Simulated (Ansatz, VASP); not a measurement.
# Cross-check of PdAu2 (Au-Pd-Au stack, (100) layers) between VASP and Ansatz, part 2 of 2

One calculation is typed for both programs; each brings its own data sets. How far apart do they land? Of the first pair: The structure shown is the start of the Ansatz relaxation below; VASP solves that cell, so the two are compared at the walk's first step.

VASP 6.6.1 and Ansatz 0.2.0.

So far. Step 3 (VASP: single point, PBE, start cell, pair 1): The run ends at a pressure of 2.55 GPa, with forces up to 1.0 eV/Å.

## Step 5: Ansatz: relaxation, PBE

This run makes the geometry at which the two programs are then compared.

The structure compared here is the end of the Ansatz relaxation.

This is the run of step 2 again, met here at its other cell.

## Step 6: VASP: single point, PBE, relaxed cell, pair 2

The same cell, functional, mesh and smearing now go to VASP, with its own data sets.

Contents of INCAR:

```
SYSTEM = PdAu2
PREC = Accurate
ENCUT = 400
EDIFF = 1E-06
NELM = 120
ISMEAR = 0
SIGMA = 0.1
LREAL = .FALSE.
ALGO = Normal
GGA = PE
NBANDS = 22
LASPH = .TRUE.
LORBIT = 11
LWAVE = .FALSE.
LCHARG = .FALSE.
ISIF = 2
LDIPOL = .TRUE.
IDIPOL = 3
DIPOL = 0.5 0.5 0.236
LVHAR = .TRUE.
GGA_COMPAT = .FALSE.
NELMDL = -8
KPAR = 2
```

Contents of POSCAR:

```
PdAu2
1.0
    2.7912106848      0.0000000000      0.0000000000
    0.0000000000      2.7912106848      0.0000000000
    0.0000000000      0.0000000000     31.5799999848
Au Pd
2 1
Direct
    0.0000000000      0.0000000000      0.1702586276
    0.0000000000      0.0000000000      0.3012423226
    0.5000000000      0.5000000000      0.2357504751
```

Contents of KPOINTS:

```
Automatic mesh
0
Gamma
8 8 1
0 0 0
```

Potentials, in the order of the species: Au and Pd (PBE family, release 64).

Run with:

```
$ mpirun -np 2 vasp_std
```

Numbers of over 12 decimals in the logs are rounded to 6 here.

The program printed:

```text
[... set-up lines as in an earlier step ...]
 entering main loop
       N       E                     dE             d eps       ncg     rms          rms(c)
DAV:   1     0.202114220957E+03    0.20211E+03   -0.10667E+04   660   0.923E+02
DAV:   2    -0.131752037720E+01   -0.20343E+03   -0.19073E+03   932   0.206E+02
DAV:   3    -0.118451561025E+02   -0.10528E+02   -0.99935E+01   780   0.511E+01
DAV:   4    -0.120186391143E+02   -0.17348E+00   -0.16828E+00   870   0.684E+00
[...]
DAV:  22    -0.110050283472E+02   -0.10095E-04   -0.32564E-07   468   0.125E-03    0.246E-04
DAV:  23    -0.110050302782E+02   -0.19310E-05   -0.35245E-08   474   0.810E-04    0.149E-04
DAV:  24    -0.110050309965E+02   -0.71826E-06   -0.16370E-08   456   0.404E-04
   1 F= -.11005031E+02 E0= -.11000839E+02  d E =-.838449E-02
```

From OUTCAR (step 6):

```text
  Total       -0.1102014     -0.1102014     -0.1064102      0.0000000      0.0000000      0.0000000
  in kB       -0.7176296     -0.7176296     -0.6929412      0.0000000      0.0000000      0.0000000
  external PRESSURE =      -0.7094001 kB  Pullay stress =       0.0000000 kB

 POSITION                                       TOTAL-FORCE (eV/Angst)
 -----------------------------------------------------------------------------------
      0.00000      0.00000      5.37677         0.000000     -0.000000      0.006394
      0.00000      0.00000      9.51323         0.000000     -0.000000     -0.006394
      1.39561      1.39561      7.44500         0.000000      0.000000      0.000000
 -----------------------------------------------------------------------------------
    total drift:                                0.000000      0.000000      0.000004

  FREE ENERGIE OF THE ION-ELECTRON SYSTEM (eV)
  ---------------------------------------------------
  free  energy   TOTEN  =       -11.0050309965 eV

  energy  without entropy=      -10.9966465022  energy(sigma->0) =      -11.00083875

[... 1 part as in an earlier step ...]

[... 2 further parts left out ...]
[key lines of the parts left out:]
E-fermi :  -2.4163
```

The run ends at a pressure of -0.07 GPa, with forces up to 0.0064 eV/Å.

## Step 7: Differences

What differs besides the data sets and the points named for the pairs above, as far as they apply: the data sets hold 56 valence electrons in Ansatz (on its PAW soft_1 files) and 32 in VASP. Total energies have different zeros and are not compared.

The largest component of a force difference here is 6 meV/Å. Where the cell holds vacuum, a pressure given here is an average over it and none of the material.

## Step 8: Ansatz: relaxation, PBE

The two programs are compared at the cell with which this relaxation starts, whose forces are those of its first step.

The structure compared here is the start of the Ansatz relaxation; VASP solves that cell, so the two are compared at the walk's first step.

Contents of input.yaml:

```yaml
crystal:
  lattice:
    - [2.7755650314, 0.0, 0.0]
    - [0.0, 2.7755650314, 0.0]
    - [0.0, 0.0, 31.5799999848]
  atoms:
    - { symbol: Au, position: [0.0, 0.0, 0.1693484039] }
    - { symbol: Pd, position: [0.5, 0.5, 0.2357504751] }
    - { symbol: Au, position: [0.0, 0.0, 0.3021525463] }
  periodic: [true, true, false]
kpoints:
  mp_grid: { grid: [9, 9, 1] }
hamiltonian:
  xc: pbe
  pseudopotentials: { kind: paw, azcp: { folder: soft_1 } }
scf:
  occupations: { method: methfessel_paxton, width: 0.2 }
output:
  forces: true
  stress: true
  eigenvalues: true
  write_density: true
  write_potential: true
  elf: true
  volumetric_format: npy
relax:
  adjacent_minimum: "off"
  f_tol: 0.001
  max_steps: 60
  cell: { stress_2d_tol: 0.002 }
```

Run with:

```
$ ansatz run input.yaml --threads 4 --pin off --max-ram 12288MiB --backend cpu --events-out ev --progress --plain --runs-dir out
```

The program printed:

```text
[...]
Crystal: 3 atoms, lattice volume = 243.285 Å³
Basis set: ecut = 420 eV, 4845 PW (Γ), exchange–correlation on 40×40×432 points (8 copies of the dense FFT grid, shifted against one another)
Bands: 34, of which v1, the nominal top of the filled ones, is band 28 counted from 1 (27 counted from 0)
Symmetry: 16 space group operations
[...]
k-points: 15 of 81
[...]
° read free of the cell's end (the report's vacuum.weakly_bound_levels)
--- Relaxed structure (4 steps of the walk, 3 accepted, 1 SCFs on fresh bases) ---
[...]
cell:  # Å, volume = 243.3157 Å³
    - [2.775741, 0, 0.0]
    - [0, 2.775741, 0.0]
    - [0.0, 0.0, 31.5799999848]
  atoms:
    - { symbol: Au, position: [0, 0.0, 0.169473] }
    - { symbol: Pd, position: [0.5, 0.5, 0.2357504751] }
    - { symbol: Au, position: [0, 0.0, 0.302028] }
[key lines of the parts left out:]
SCF converged after 11 iterations
Free energy (F): -33274.725384 eV
Fermi energy:    -5.324269 eV
P = ½ c Tr σ = 0.0015 N/m
```

## Step 9: VASP: single point, PBE, start cell, pair 3

The same cell, functional, mesh and smearing now go to VASP, with its own data sets.

Changes to INCAR since step 6:

```diff
@@ -5,4 +5,4 @@
 NELM = 120
-ISMEAR = 0
-SIGMA = 0.1
+ISMEAR = 1
+SIGMA = 0.2
 LREAL = .FALSE.
```

Contents of POSCAR:

```
PdAu2
1.0
    2.7755650000      0.0000000000      0.0000000000
    0.0000000000      2.7755650000      0.0000000000
    0.0000000000      0.0000000000     31.5800000000
Au Pd
2 1
Direct
    0.0000000000      0.0000000000      0.1693484167
    0.0000000000      0.0000000000      0.3021525332
    0.5000001801      0.5000001801      0.2357504750
```

Contents of KPOINTS:

```
Automatic mesh
0
Gamma
9 9 1
0 0 0
```

Run with:

```
$ mpirun -np 2 vasp_std
```

The program printed:

```text
[... set-up lines as in an earlier step ...]
 entering main loop
       N       E                     dE             d eps       ncg     rms          rms(c)
DAV:   1     0.200054576537E+03    0.20005E+03   -0.10711E+04   676   0.920E+02
DAV:   2    -0.128936218691E+01   -0.20134E+03   -0.18859E+03   932   0.206E+02
DAV:   3    -0.119497588948E+02   -0.10660E+02   -0.99389E+01   776   0.509E+01
DAV:   4    -0.121053338213E+02   -0.15557E+00   -0.15541E+00   882   0.676E+00
[...]
DAV:  22    -0.110666995382E+02   -0.21922E-05   -0.31427E-08   546   0.976E-04    0.339E-04
DAV:  23    -0.110667028456E+02   -0.33074E-05   -0.74143E-08   468   0.632E-04    0.108E-04
DAV:  24    -0.110667031766E+02   -0.33097E-06   -0.91111E-09   510   0.329E-04
   1 F= -.11066703E+02 E0= -.11068604E+02  d E =0.570135E-02
```

OUTCAR, selected parts (step 9):

```text
  Total       -0.1487875     -0.1487875     -0.1767035      0.0000000     -0.0000000      0.0000000
  in kB       -0.9798559     -0.9798559     -1.1636995      0.0000000     -0.0000000      0.0000000
  external PRESSURE =      -1.0411371 kB  Pullay stress =       0.0000000 kB

 POSITION                                       TOTAL-FORCE (eV/Angst)
 -----------------------------------------------------------------------------------
      0.00000      0.00000      5.34802         0.000000     -0.000000      0.022778
      0.00000      0.00000      9.54198         0.000000      0.000000     -0.022778
      1.38778      1.38778      7.44500         0.000000     -0.000000      0.000000
 -----------------------------------------------------------------------------------
    total drift:                               -0.000094     -0.000094      0.000213

  FREE ENERGIE OF THE ION-ELECTRON SYSTEM (eV)
  ---------------------------------------------------
  free  energy   TOTEN  =       -11.0667031766 eV

  energy  without entropy=      -11.0724045217  energy(sigma->0) =      -11.06860362

[... 1 part as in an earlier step ...]

[... 2 further parts left out ...]
[key lines of the parts left out:]
E-fermi :  -2.4469
```

The run ends at a pressure of -0.10 GPa, with forces up to 0.023 eV/Å.

## Step 10: Comparison

What differs besides the data sets and the points named for the pairs above, as far as they apply: the data sets hold 56 valence electrons in Ansatz (on its PAW soft_1 files) and 32 in VASP. Total energies have different zeros and are not compared.

The largest component of a force difference here is 5 meV/Å. Where the cell holds vacuum, a pressure given here is an average over it and none of the material.

## Step 11: Outcome

* r.m.s. force difference (single point, PBE, start cell, pair 1): 1.0 % of the r.m.s. force
* r.m.s. force difference (single point, PBE, relaxed cell, pair 2): 2.9 meV/Å
* r.m.s. force difference (single point, PBE, start cell, pair 3): 2.5 meV/Å

The r.m.s. force difference is 1.0 % of the r.m.s. force (single point, PBE, start cell, pair 1), within the 3 % picked in this series as the mark of a large difference. The data sets hold unlike numbers of valence electrons (56 in Ansatz and 32 in VASP), so part of the differences may come from the potentials. 3 further pairs of this series are not shown here. Such differences can come from data sets, numerical settings and the points named under the comparisons, not from the functional's error against experiment.

[Lines on the potential files, build, host, timing and source positions are cut from VASP's logs without a mark.]

[Logs are printed without paths, hosts, clocks, repeated set-up lines and the standing remarks that a program may print on its own settings, such as how far it seeks lower states.]

[Hosts, paths, dates, database ids (printed as entryN), source tags and the programs' standing remarks are cut or masked in the printed files.]
